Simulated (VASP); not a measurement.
## YSe: formation energy of Se on the Y site

How easily does Se on the Y site form in YSe? The host is relaxed first, then a supercell is run with and without the defect. The start is a cell from a database of measured crystal structures.

Main program and level: VASP 6.6.1; PBEsol; plane waves and PAW (Y_sv, Se), in the first sound run; inputs show where later runs differ.

Report form: the programs' logs are mostly left out.

### Step 1. The host crystal

It takes space group Fm-3m (No. 225, cubic). Conventional cell: a = 5.703 Å, b = 5.703 Å, c = 5.703 Å, α = 90.00°, β = 90.00°, γ = 90.00°. Nearest to Y lie 6 Se at 2.85 Å. Nearest to Se lie 6 Y at 2.85 Å. Farther neighbours and most contacts between anions are not listed.

As a file:

```
Y Se
1.0
     0.00000    2.85150    2.85150
     2.85150    0.00000    2.85150
     2.85150    2.85150    0.00000
Y Se
1 1
Direct
  0.50000 0.50000 0.50000
  0.00000 0.00000 0.00000
```

### Step 2. The host at zero pressure

The later steps need the crystal at this functional's own lattice; a raised cutoff keeps the stress reliable while the cell changes.

File INCAR:

```
SYSTEM = YSe
PREC = Accurate
ENCUT = 350
EDIFF = 1E-06
NELM = 120
ISMEAR = 0
SIGMA = 0.05
LREAL = .FALSE.
ALGO = Normal
GGA = PS
NBANDS = 14
LORBIT = 11
LWAVE = .FALSE.
LCHARG = .FALSE.
KPAR = 4
IBRION = 2
NSW = 40
ISIF = 3
EDIFFG = -0.02
POTIM = 0.4
```

File POSCAR:

```
YSe
1.0
    0.0000000000      2.8515000000      2.8515000000
    2.8515000000      0.0000000000      2.8515000000
    2.8515000000      2.8515000000      0.0000000000
Y Se
1 1
Direct
    0.5000000000      0.5000000000      0.5000000000
    0.0000000000      0.0000000000      0.0000000000
```

File KPOINTS:

```
Automatic mesh
0
Gamma
6 6 6
0 0 0
```

PAW data sets: Y_sv and Se (PBE family, release 64).

Command:

```console
> mpirun -np 4 vasp_std
```

Run time: 7 s. Hardware: 4 MPI ranks of AMD EPYC 7R43, shared host; peak memory 0.5 GiB; 26 s of CPU time.

This run has no spin polarisation. Its electron count is odd, so without a moment it is a metal by construction. The k-mesh is coarse for a metal. The PAW data sets were made with PBE, which is usual practice but a small mismatch for other functionals. The run keeps the 48 symmetry operations of its start, so it cannot find a distortion of lower symmetry.

Step by step:

```
step  energy less that of the first step (eV)  largest force (eV/Å)  pressure (GPa)  volume (Å³)
   1                                   0.0000                0.0000           -0.58        46.37
   2                                  -0.0005                0.0000            0.26        45.92
   3                                  -0.0006                0.0000            0.00        46.06
```

```
conventional cell, symmetrised  before  after  change
                         a (Å)   5.703  5.690  -0.2 %
                         b (Å)   5.703  5.690  -0.2 %
                         c (Å)   5.703  5.690  -0.2 %
              volume (Å³/atom)   23.19  23.03  -0.7 %
```

The relaxed structure:

```xyz
2
Lattice="0.0000 2.8451 2.8451 2.8451 0.0000 2.8451 2.8451 2.8451 0.0000" Properties=species:S:1:pos:R:3 pbc="T T T"
Y     2.8451    2.8451    2.8451
Se    0.0000    0.0000    0.0000
```

This step gave:

```yaml
electronic_cycles: 27
electrons: 17
free_energy_toten: -14.41 eV
energy_at_zero_smearing: -14.41 eV
fermi_energy: 6.058 eV
labelled_metallic_from_the_levels_on_this_mesh: yes
```

The run ended after 3 ionic steps, 0.001 eV below its first step, once forces and stress met EDIFFG = -0.02.

### Step 3. The perfect supercell

System of this step: YSe. Symmetry: Fm-3m, No. 225, cubic system. Conventional cell: a = 5.690 Å, b = 5.690 Å, c = 5.690 Å, α = 90.00°, β = 90.00°, γ = 90.00°. Y has 6 Se at 2.85 Å nearest. Nearest to Se lie 6 Y at 2.85 Å. Farther neighbours and most contacts between anions are not listed.

The same cell, mesh and cutoff without the defect give the energy to subtract and, in a gapped host, the band edges to count from, so that most errors cancel.

File INCAR:

```
SYSTEM = YSe
PREC = Normal
ENCUT = 300
EDIFF = 1E-05
NELM = 120
ISMEAR = 1
SIGMA = 0.2
LREAL = Auto
ALGO = Fast
GGA = PS
NBANDS = 126
LORBIT = 11
LWAVE = .FALSE.
LCHARG = .FALSE.
KPAR = 4
```

File POSCAR:

```
YSe
1.0
    0.0000000000      5.6901597062      5.6901597062
    5.6901597062      0.0000000000      5.6901597062
    8.5352395593      8.5352395593      0.0000000000
Y Se
12 12
Direct
    0.2500000000      0.2500000000      0.1666666667
    0.2500000000      0.2500000000      0.5000000000
    0.2500000000      0.2500000000      0.8333333333
    0.2500000000      0.7500000000      0.1666666667
    0.2500000000      0.7500000000      0.5000000000
    0.2500000000      0.7500000000      0.8333333333
    0.7500000000      0.2500000000      0.1666666667
    0.7500000000      0.2500000000      0.5000000000
    0.7500000000      0.2500000000      0.8333333333
    0.7500000000      0.7500000000      0.1666666667
    0.7500000000      0.7500000000      0.5000000000
    0.7500000000      0.7500000000      0.8333333333
    0.0000000000      0.0000000000      0.0000000000
    0.0000000000      0.0000000000      0.3333333333
    0.0000000000      0.0000000000      0.6666666667
    0.0000000000      0.5000000000      0.0000000000
    0.0000000000      0.5000000000      0.3333333333
    0.0000000000      0.5000000000      0.6666666667
    0.5000000000      0.0000000000      0.0000000000
    0.5000000000      0.0000000000      0.3333333333
    0.5000000000      0.0000000000      0.6666666667
    0.5000000000      0.5000000000      0.0000000000
    0.5000000000      0.5000000000      0.3333333333
    0.5000000000      0.5000000000      0.6666666667
```

File KPOINTS:

```
Automatic mesh
0
Gamma
4 4 3
0 0 0
```

Command:

```console
> mpirun -np 4 vasp_std
```

The job ended after 4.4 min (4 MPI ranks; peak memory 1.8 GiB).

This step gave:

```yaml
electronic_cycles: 26
electrons: 204
free_energy_toten: -172.5904 eV
energy_at_zero_smearing: -172.5825 eV
fermi_energy: 6.054 eV
```

The host is treated as a metal, as its relaxation found a gap under 0.3 eV or none, and only the neutral defect is run.

### Step 4. Reference Se

This step: PBEsol; plane waves and PAW (Se) (VASP 6.6.1).

System of this step: Se. The structure is trigonal, space group P3_121 (No. 152). Conventional cell: a = 4.505 Å, b = 4.505 Å, c = 4.979 Å, α = 90.00°, β = 90.00°, γ = 120.00°. Se has 2 Se at 2.38 Å nearest.

The reference for Se is its crystal, relaxed at the cutoff of the large cell.

File INCAR:

```
SYSTEM = Se
PREC = Normal
ENCUT = 300
EDIFF = 1E-05
NELM = 120
ISMEAR = 0
SIGMA = 0.1
LREAL = Auto
ALGO = Fast
GGA = PS
NBANDS = 15
LORBIT = 11
LWAVE = .FALSE.
LCHARG = .FALSE.
KPAR = 4
IBRION = 2
NSW = 25
ISIF = 3
EDIFFG = -0.02
POTIM = 0.4
```

File POSCAR:

```
Se
1.0
    4.5048207049      0.0000000000      0.0000000000
   -2.2524103524      3.9012891699      0.0000000000
    0.0000000000      0.0000000000      4.9787963167
Se
3
Direct
    0.2178929800      0.0000000000      0.3333333300
    0.0000000000      0.2178929800      0.6666666700
    0.7821070200      0.7821070200      0.0000000000
```

File KPOINTS:

```
Automatic mesh
0
Gamma
7 7 6
0 0 0
```

The projector-augmented-wave data sets are Se (PBE family, release 64).

Command:

```console
> mpirun -np 4 vasp_std
```

Wall time 32 s (4 MPI ranks); peak memory 0.49 GiB.

The gap is read on the k-mesh alone, so it is an upper bound where the band edges lie off the mesh. After so large a change of volume the plane waves of the start cell no longer fit, so the final stress carries a basis-set error. The run keeps the 6 symmetry operations of its start, so it cannot find a distortion of lower symmetry.

Relaxation path:

```
step  energy less that of the first step (eV)  largest force (eV/Å)  pressure (GPa)  volume (Å³)
   1                                   0.0000                0.1970           -0.69        87.50
   2                                  -0.0113                0.2192           -0.54        86.23
   3                                  -0.0412                0.3040            0.13        82.49
   4                                  -0.0681                0.4987            2.36        75.29
   5                                  -0.0716                0.4769            2.30        75.07
   6                                  -0.0811                0.4110            2.13        74.42
   7                                  -0.0955                0.2954            2.01        73.13
   8                                  -0.1075                0.1190            1.97        70.55
   9                                  -0.1142                0.0677            1.34        71.23
  10                                  -0.1209                0.0544            0.00        72.85
  11                                  -0.1209                0.0648           -0.17        73.00
  12                                  -0.1209                0.0618           -0.14        72.96
  13                                  -0.1218                0.0519           -0.13        72.94
  14                                  -0.1238                0.0243           -0.09        72.90
  15                                  -0.1261                0.0279            0.00        72.80
  16                                  -0.1262                0.0472            0.02        72.77
  17                                  -0.1265                0.0265           -0.12        72.78
  18                                  -0.1266                0.0055           -0.27        72.80
  19                                  -0.1267                0.0066           -0.24        72.72
  20                                  -0.1270                0.0071           -0.19        72.46
  21                                  -0.1273                0.0071           -0.03        71.94
```

```
conventional cell, symmetrised  before  after   change
                         a (Å)   4.505  4.018  -10.8 %
                         b (Å)   4.505  4.018  -10.8 %
                         c (Å)   4.979  5.147   +3.4 %
              volume (Å³/atom)   29.17  23.98  -17.8 %
```

The atoms that moved most (Å, as changes of fractional coordinates times the final cell):

```
atom      dx      dy     dz  length
 Se3  -0.065  -0.113  0.000   0.130
 Se1   0.130   0.000  0.000   0.130
 Se2  -0.065   0.113  0.000   0.130
```

Final coordinates:

```xyz
3
Lattice="4.0176 0.0000 0.0000 -2.0088 3.4793 0.0000 0.0000 0.0000 5.1469" Properties=species:S:1:pos:R:3 pbc="T T T"
Se    1.0055    0.0000    1.7156
Se   -0.5028    0.8708    3.4313
Se    1.5060    2.6085    0.0000
```

This step gave:

```
electronic cycles                               : 108
electrons                                       : 18
free energy (TOTEN)                             : -11.55 eV
Fermi energy                                    : 4.184 eV
labelled metallic, from the levels on this mesh : no
gap on the k-mesh                               : 0.8807 eV
least direct gap on the k-mesh                  : 1.069 eV
```

The run ended after 21 ionic steps, 0.127 eV below its first step, once forces and stress met EDIFFG = -0.02.

Energy at zero smearing: -11.54989 eV.

### Step 5. Reference Y

This step: PBEsol; plane waves and PAW (Y_sv) (VASP 6.6.1).

System of this step: Y. Symmetry: P6_3/mmc, No. 194, hexagonal system. The conventional cell has a = 3.650 Å, b = 3.650 Å, c = 5.734 Å, α = 90.00°, β = 90.00°, γ = 120.00°. Y has 12 Y at 3.56 to 3.65 Å nearest.

The reference for Y is its crystal, relaxed at the cutoff of the large cell.

INCAR, as its differences from that of step 4:

```diff
@@ -1,2 +1,2 @@
-SYSTEM = Se
+SYSTEM = Y
 PREC = Normal
@@ -5,3 +5,3 @@
 NELM = 120
-ISMEAR = 0
+ISMEAR = 1
 SIGMA = 0.1
@@ -10,3 +10,3 @@
 GGA = PS
-NBANDS = 15
+NBANDS = 17
 LORBIT = 11
```

File POSCAR:

```
Y
1.0
    3.6500000000      0.0000000000      0.0000000000
   -1.8250000000      3.1609927238      0.0000000000
    0.0000000000      0.0000000000      5.7341500000
Y
2
Direct
    0.0000000000      0.0000000000      0.0000000000
    0.3333333333      0.6666666667      0.5000000000
```

File KPOINTS:

```
Automatic mesh
0
Gamma
8 8 5
0 0 0
```

Potentials, in the order of the species: Y_sv (PBE family, release 64).

Command:

```console
> mpirun -np 4 vasp_std
```

It took 13 s on 4 MPI ranks; peak memory 0.43 GiB; 49 s of CPU time.

The run keeps the 24 symmetry operations of its start, so it cannot find a distortion of lower symmetry.

The steps of the relaxation:

```
step  energy less that of the first step (eV)  largest force (eV/Å)  pressure (GPa)  volume (Å³)
   1                                   0.0000                0.0000           -2.36        66.16
   2                                  -0.0303                0.0000            0.11        62.49
   3                                  -0.0302                0.0000           -0.25        62.60
   4                                  -0.0302                0.0000           -0.30        62.56
   5                                  -0.0303                0.0000           -0.13        62.45
   6                                  -0.0304                0.0000           -0.23        62.44
   7                                  -0.0304                0.0000           -0.15        62.39
   8                                  -0.0304                0.0000           -0.02        62.30
```

```
conventional cell, symmetrised  before  after  change
                         a (Å)   3.650  3.583  -1.8 %
                         b (Å)   3.650  3.583  -1.8 %
                         c (Å)   5.734  5.604  -2.3 %
              volume (Å³/atom)   33.08  31.15  -5.8 %
```

Final coordinates:

```xyz
2
Lattice="3.5828 0.0000 0.0000 -1.7914 3.1028 0.0000 0.0000 0.0000 5.6039" Properties=species:S:1:pos:R:3 pbc="T T T"
Y     0.0000    0.0000    0.0000
Y     0.0000    2.0685    2.8019
```

Numbers from this step:

```yaml
electronic_cycles: 60
electrons: 22
free_energy_toten: -13.62 eV
energy_at_zero_smearing: -13.62 eV
fermi_energy: 3.116 eV
labelled_metallic_from_the_levels_on_this_mesh: yes
```

The run ended after 8 ionic steps, 0.030 eV below its first step, once forces and stress met EDIFFG = -0.02.

Energy at zero smearing: -13.62051 eV.

[end of part 1 of 2]

[Lines on the potential files, build, host, timing and source positions are cut from VASP's logs without a mark.]

[Logs are printed without paths, hosts, clocks, repeated set-up lines and the standing remarks that a program may print on its own settings, such as how far it seeks lower states.]

[Hosts, paths, dates, database ids (printed as entryN), source tags and the programs' standing remarks are cut or masked in the printed files.]

[In band tables of VASP the shares of atoms and orbitals are scaled to a sum of 1 inside the atoms' spheres.]

[Runs that stopped without an error message from VASP are left out.]
